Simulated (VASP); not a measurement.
Computed with modified Becke-Johnson potential (mBJ), VASP's PBE PAW potentials (set 64) (plane waves; VASP).

Input for VASP

**INCAR**
```
! general
SYSTEM  = ZnCd3S4
PREC    = Accurate
ENCUT   = 400
LREAL   = .FALSE.
LASPH   = .TRUE.

! electronic loop
EDIFF   = 1E-6
NELM    = 200
ALGO    = Normal
LMAXMIX = 4
LMIXTAU = .TRUE.

! smearing
ISMEAR  = 0
SIGMA   = 0.05

! functional
METAGGA = MBJ

! ions
ISIF    = 0

! output
LWAVE   = .FALSE.
LCHARG  = .FALSE.
```

KPOINTS:
```
K-points
0
gamma
 4 4 4
```

### KPOINTS_OPT
```
k-points along high-symmetry lines
11
Line-mode
Reciprocal
  0.000000   0.000000   0.000000 ! GAMMA
  0.000000   0.500000   0.000000 ! X

  0.000000   0.500000   0.000000 ! X
  0.500000   0.500000   0.000000 ! M

  0.500000   0.500000   0.000000 ! M
  0.000000   0.000000   0.000000 ! GAMMA

  0.000000   0.000000   0.000000 ! GAMMA
  0.500000   0.500000   0.500000 ! R

  0.500000   0.500000   0.500000 ! R
  0.000000   0.500000   0.000000 ! X

  0.500000   0.500000   0.500000 ! R
  0.500000   0.500000   0.000000 ! M
```

**POSCAR**
```
ZnCd3S4
1
    5.7998830008     0.0000000000     0.0000000000
    0.0000000000     5.7998830008     0.0000000000
    0.0000000000     0.0000000000     5.7998830008
Zn Cd S
1 3 4
Direct
  0.0000000000   1.0000000000   0.0000000000
  0.0000000000   0.5000000000   0.5000000000
  0.5000000000   0.0000000000   0.5000000000
  0.5000000000   0.5000000000   0.0000000000
  0.7634058638   0.7634058638   0.2365941362
  0.7634058638   0.2365941362   0.7634058638
  0.2365941362   0.2365941362   0.2365941362
  0.2365941362   0.7634058638   0.7634058638
```

POTCAR, in this order: Zn Cd S (PBE.64 set). Program: vasp_std. Read from the step before: WAVECAR.

Output

OUTCAR:
```
 ion  position               nearest neighbor table
   1  0.000  0.000  0.000-   5 2.38   6 2.38   7 2.38   8 2.38
   2  0.000  0.500  0.500-   5 2.56   6 2.56   7 2.56   8 2.56
   3  0.500  0.000  0.500-   5 2.56   6 2.56   7 2.56   8 2.56
   4  0.500  0.500  0.000-   5 2.56   6 2.56   7 2.56   8 2.56
   5  0.763  0.763  0.237-   1 2.38   2 2.56   3 2.56   4 2.56
   6  0.763  0.237  0.763-   1 2.38   2 2.56   3 2.56   4 2.56
   7  0.237  0.237  0.237-   1 2.38   2 2.56   3 2.56   4 2.56
   8  0.237  0.763  0.763-   1 2.38   2 2.56   3 2.56   4 2.56
  LATTYP: Found a simple cubic cell.
 ALAT       =     5.7998830008
 Subroutine PRICEL returns:
 Original cell was already a primitive cell.
 Subroutine GETGRP returns: Found 24 space group operations
The static configuration has the point symmetry T_d .
The dynamic configuration has the point symmetry T_d .
 Subroutine INISYM returns: Found 24 space group operations
 Subroutine IBZKPT returns following result:
 Found     10 irreducible k-points:

 Following reciprocal coordinates:
            Coordinates               Weight
  0.000000  0.000000  0.000000      1.000000
  0.250000  0.000000  0.000000      6.000000
  0.500000  0.000000  0.000000      3.000000
  0.250000  0.250000  0.000000     12.000000
  0.500000  0.250000  0.000000     12.000000
  0.500000  0.500000  0.000000      3.000000
  0.250000  0.250000  0.250000      8.000000
  0.500000  0.250000  0.250000     12.000000
  0.500000  0.500000  0.250000      6.000000
  0.500000  0.500000  0.500000      1.000000
   k-points           NKPTS =     10   k-points in BZ     NKDIM =     10   number of bands    NBANDS=     43
   number of dos      NEDOS =    301   number of ions     NIONS =      8
   total plane-waves  NPLWV =  64000
   dimension x,y,z NGX =    40 NGY =   40 NGZ =   40
   dimension x,y,z NGXF=    80 NGYF=   80 NGZF=   80
   ions per type =               1   3   4
   PREC   = accura    normal or accurate (medium, high low for compatibility)
   ISTART =      1    job   : 0-new  1-cont  2-samecut
   ICHARG =      0    charge: 1-file 2-atom 10-const
   ISPIN  =      1    spin polarized calculation?
   LNONCOLLINEAR =      F non collinear calculations
   LSORBIT =      F    spin-orbit coupling
   INIWAV =      1    electr: 0-lowe 1-rand  2-diag
   ENCUT  =  400.0 eV  29.40 Ry    5.42 a.u.   9.46  9.46  9.46*2*pi/ulx,y,z
   NELM   =    200;   NELMIN=  2; NELMDL=  0     # of ELM steps
   EDIFF  = 0.1E-05   stopping-criterion for ELM
   LREAL  =      F    real-space projection
   NLSPLINE    = F    spline interpolate recip. space projectors
   LMAXMIX     =    4 max onsite mixed and CHGCAR
   VOSKOWN=      0    Vosko Wilk Nusair interpolation
   EDIFFG = 0.1E-04   stopping-criterion for IOM
   NSW    =      0    number of steps for IOM
   NBLOCK =      1;   KBLOCK =      1    inner block; outer block
   IBRION =     -1    ionic relax: 0-MD 1-quasi-New 2-CG
   NFREE  =      0    steps in history (QN), initial steepest desc. (CG)
   ISIF   =      0    stress and relaxation
   ISYM   =      2    0-nonsym 1-usesym 2-fastsym
   TEIN   =    0.0    initial temperature
   TEBEG  =    0.0;   TEEND  =   0.0 temperature during run
   SMASS  =  -3.00    Nose mass-parameter (am)
   PSTRESS=    0.0 pullay stress
   NELECT =      72.0000    total number of electrons
   EFERMI =   0.00;   METHOD = LEGACY
   ISMEAR =     0;   SIGMA  =   0.05  broadening in eV -4-tet -1-fermi 0-gaus
   IALGO  =     38    algorithm
   LDIAG  =      T    sub-space diagonalisation (order eigenvalues)
   IMIX   =      4    mixing-type and parameters
     AMIX     =   0.40;   BMIX     =  1.00
     AMIX_MAG =   1.60;   BMIX_MAG =  1.00
     AMIN     =   0.10
   METAGGA = MBJ    functional components
   VOSKOWN =     0    Vosko Wilk Nusair interpolation
   LHFCALC =     F    Hartree Fock is set to
...
```

OSZICAR:
```
       N       E                     dE             d eps       ncg     rms          rms(c)
DAV:   1     0.103006949818E+04    0.10301E+04   -0.47032E+00   936   0.201E+01    0.104E+01
DAV:   2     0.102840904662E+04   -0.16605E+01   -0.11313E+01   860   0.222E+01    0.360E+01
DAV:   3     0.102698024329E+04   -0.14288E+01   -0.10662E+00   952   0.547E+00    0.424E+01
DAV:   4     0.102745648386E+04    0.47624E+00   -0.41778E-01   940   0.292E+00    0.342E+01
DAV:   5     0.103082575941E+04    0.33693E+01   -0.14600E+00   901   0.467E+00    0.228E+01
DAV:   6     0.103135964230E+04    0.53388E+00   -0.80394E-02   891   0.133E+00    0.220E+01
DAV:   7     0.103129925176E+04   -0.60391E-01   -0.34474E-03   986   0.337E-01    0.227E+01
DAV:   8     0.103367599435E+04    0.23767E+01   -0.17192E-01   890   0.255E+00    0.909E+00
DAV:   9     0.103464670832E+04    0.97071E+00   -0.14150E-01   875   0.201E+00    0.722E+00
DAV:  10     0.103485459906E+04    0.20789E+00   -0.11468E-02   900   0.677E-01    0.676E+00
DAV:  11     0.103507815815E+04    0.22356E+00   -0.51860E-03  1002   0.335E-01    0.546E+00
DAV:  12     0.103539646496E+04    0.31831E+00   -0.56727E-03   887   0.417E-01    0.316E+00
DAV:  13     0.103562774776E+04    0.23128E+00   -0.80431E-03   860   0.570E-01    0.211E+00
DAV:  14     0.103594070857E+04    0.31296E+00   -0.84502E-03   893   0.505E-01    0.616E-01
DAV:  15     0.103589293637E+04   -0.47772E-01   -0.22793E-03   893   0.288E-01    0.409E-01
DAV:  16     0.103605510194E+04    0.16217E+00   -0.20413E-03   953   0.287E-01    0.605E-01
DAV:  17     0.103605056292E+04   -0.45390E-02   -0.56876E-04   912   0.137E-01    0.225E-01
DAV:  18     0.103600303150E+04   -0.47531E-01   -0.24611E-04   931   0.101E-01    0.501E-02
DAV:  19     0.103602295880E+04    0.19927E-01   -0.95715E-05   906   0.767E-02    0.194E-01
DAV:  20     0.103600248385E+04   -0.20475E-01   -0.50390E-05   892   0.456E-02    0.841E-02
DAV:  21     0.103599098236E+04   -0.11501E-01   -0.26628E-05   961   0.240E-02    0.276E-02
DAV:  22     0.103599035301E+04   -0.62935E-03   -0.65174E-06   736   0.146E-02    0.471E-02
DAV:  23     0.103599404808E+04    0.36951E-02   -0.17395E-06   576   0.869E-03    0.368E-02
DAV:  24     0.103599627093E+04    0.22229E-02   -0.35061E-06   687   0.813E-03    0.313E-02
DAV:  25     0.103599420856E+04   -0.20624E-02   -0.52301E-07   535   0.481E-03    0.318E-03
DAV:  26     0.103599415821E+04   -0.50356E-04   -0.12393E-07   466   0.200E-03    0.181E-03
DAV:  27     0.103599428685E+04    0.12865E-03   -0.43426E-08   457   0.116E-03    0.175E-03
DAV:  28     0.103599393855E+04   -0.34830E-03   -0.31280E-08   457   0.109E-03    0.129E-03
DAV:  29     0.103599385392E+04   -0.84638E-04   -0.13060E-08   457   0.705E-04    0.441E-04
DAV:  30     0.103599375814E+04   -0.95778E-04   -0.50287E-09   457   0.392E-04    0.261E-04
DAV:  31     0.103599377018E+04    0.12040E-04   -0.29783E-09   448   0.278E-04    0.177E-04
DAV:  32     0.103599378378E+04    0.13604E-04   -0.96790E-10   448   0.147E-04    0.127E-04
DAV:  33     0.103599381257E+04    0.28793E-04   -0.56866E-10   448   0.131E-04    0.889E-05
DAV:  34     0.103599380643E+04   -0.61431E-05   -0.13513E-10   448   0.650E-05    0.442E-05
DAV:  35     0.103599378979E+04   -0.16641E-04   -0.50604E-11   448   0.458E-05    0.689E-05
DAV:  36     0.103599379935E+04    0.95635E-05   -0.20228E-11   448   0.237E-05    0.175E-05
DAV:  37     0.103599380236E+04    0.30100E-05   -0.21065E-11   448   0.187E-05    0.124E-05
DAV:  38     0.103599380507E+04    0.27038E-05   -0.60330E-12   448   0.148E-05    0.227E-05
DAV:  39     0.103599380528E+04    0.20929E-06    0.88532E-12   448   0.775E-06
   1 F= 0.10359938E+04 E0= 0.10359938E+04  d E =-.193495E-13
       N       E                     dE             ncg
       N       E                     dE             ncg
       N       E                     dE             ncg
       N       E                     dE             ncg
       N       E                     dE             ncg
       N       E                     dE             ncg
       N       E                     dE             ncg
```

File OUTCAR:
```
------------------------ aborting loop because EDIFF is reached ----------------------------------------
  volume of cell :      195.10
      direct lattice vectors                 reciprocal lattice vectors
     5.799883001  0.000000000  0.000000000     0.172417271  0.000000000  0.000000000
     0.000000000  5.799883001  0.000000000     0.000000000  0.172417271  0.000000000
     0.000000000  0.000000000  5.799883001     0.000000000  0.000000000  0.172417271
 POSITION                                       TOTAL-FORCE (eV/Angst)
 -----------------------------------------------------------------------------------
      0.00000      0.00000      0.00000         0.000000     -0.000000      0.000000
      0.00000      2.89994      2.89994         0.000000     -0.000000     -0.000000
      2.89994      0.00000      2.89994         0.000000     -0.000000     -0.000000
      2.89994      2.89994      0.00000         0.000000     -0.000000     -0.000000
      4.42766      4.42766      1.37222        -0.012183     -0.012183      0.012183
      4.42766      1.37222      4.42766        -0.012183      0.012183     -0.012183
      1.37222      1.37222      1.37222         0.012183      0.012183      0.012183
      1.37222      4.42766      4.42766         0.012183     -0.012183     -0.012183
 -----------------------------------------------------------------------------------
    total drift:                               -0.000000     -0.000000      0.000000
  FREE ENERGIE OF THE ION-ELECTRON SYSTEM (eV)
  ---------------------------------------------------
  free  energy   TOTEN  =      1035.9938052774 eV

  energy  without entropy=     1035.9938052774  energy(sigma->0) =     1035.99380528

     CMBJ =    1.0000

     CMBJA=   -0.0120

     CMBJB=    1.0230

     CMBJE=    0.5000

    CMBJ =    1.2928
```
(Selected blocks of OUTCAR.)

**OUTCAR**
```
 val. band max:        1.4147990911   @ k =   0.0000   0.0000   0.0000

 cond. band min:       4.1428033878   @ k =   0.0000   0.0000   0.0000


 Fermi energy:         1.6645376704

 k-point     1 :       0.0000    0.0000    0.0000
  band No.  band energies     occupation
      1     -10.7775      2.00000
      2     -10.2104      2.00000
      3     -10.2104      2.00000
      4     -10.2104      2.00000
      5      -5.9287      2.00000
      6      -5.9287      2.00000
      7      -5.9287      2.00000
      8      -5.7595      2.00000
      9      -5.6833      2.00000
     10      -5.6833      2.00000
     11      -5.6833      2.00000
     12      -5.6725      2.00000
     13      -5.6725      2.00000
     14      -5.5413      2.00000
     15      -5.5413      2.00000
     16      -5.4485      2.00000
     17      -5.3866      2.00000
     18      -5.3866      2.00000
     19      -5.3866      2.00000
     20      -3.7855      2.00000
     21      -3.7855      2.00000
     22      -3.7855      2.00000
     23      -3.7009      2.00000
     24      -3.7009      2.00000
     25      -2.4313      2.00000
     26      -1.8035      2.00000
     27      -1.8035      2.00000
     28      -0.2721      2.00000
     29      -0.2721      2.00000
     30      -0.2721      2.00000
     31      -0.1298      2.00000
     32      -0.1298      2.00000
     33      -0.1298      2.00000
     34       1.4148      2.00000
     35       1.4148      2.00000
     36       1.4148      2.00000
     37       4.1428      0.00000
     38       6.2557      0.00000
     39       6.2557      0.00000
     40       6.2557      0.00000
     41       6.6647      0.00000
     42       6.6647      0.00000
     43       7.2272      0.00000

 k-point     2 :       0.2500    0.0000    0.0000
  band No.  band energies     occupation
      1     -10.7019      2.00000
      2     -10.2866      2.00000
      3     -10.2105      2.00000
      4     -10.2105      2.00000
      5      -5.9143      2.00000
...
```

mBJ is a potential without an energy functional, so only the levels count.

The structure comes from a computed database's ZnCd3S4 entry (P-43m); how it stands against other phases isn't given here. It was relaxed first. The cell's shape comes from a PBE relaxation.
